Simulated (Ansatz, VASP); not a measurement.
## Two plane-wave programs on Sb3Pb

```xyz
4
Lattice="-3.1498 3.1498 3.1498 3.1498 -3.1498 3.1498 3.1498 3.1498 -3.1498" Properties=species:S:1:pos:R:3 pbc="T T T"
Sb    3.1498    0.0000    0.0000
Sb    0.0000    3.1498    0.0000
Sb    0.0000    0.0000    3.1498
Pb    0.0000    0.0000    0.0000
```

Alike in both runs: functional PBE; k mesh 10 × 10 × 10; occupations gaussian, width 0.1 eV; no spin polarisation.

Ansatz relaxed the structure, and its values are those at the end. VASP's run is a single point on that final structure, the one shown.

```csv
,VASP,Ansatz
version,VASP 6.6.1,Ansatz 0.2.0
potentials or method,"VASP PAW PBE potentials, release 64 (Sb, Pb_d)","scalar-relativistic, plane waves, PAW"
plane-wave cutoff (eV),520,420
valence electrons in the cell,29,59
```

Ansatz gave:

* gap on the k mesh at the Fermi level (eV): none
* pressure (GPa): 0.0

Q: Estimate VASP's values.

A: gap on the k mesh at the Fermi level (eV): none; pressure (GPa): -0.1.

A gap of «none» marks a metal or a gap that the smearing closes. The two sets of potentials don't hold the same shells in valence.

The runs have no spin-orbit coupling, so splittings on Pb, Sb are missing.
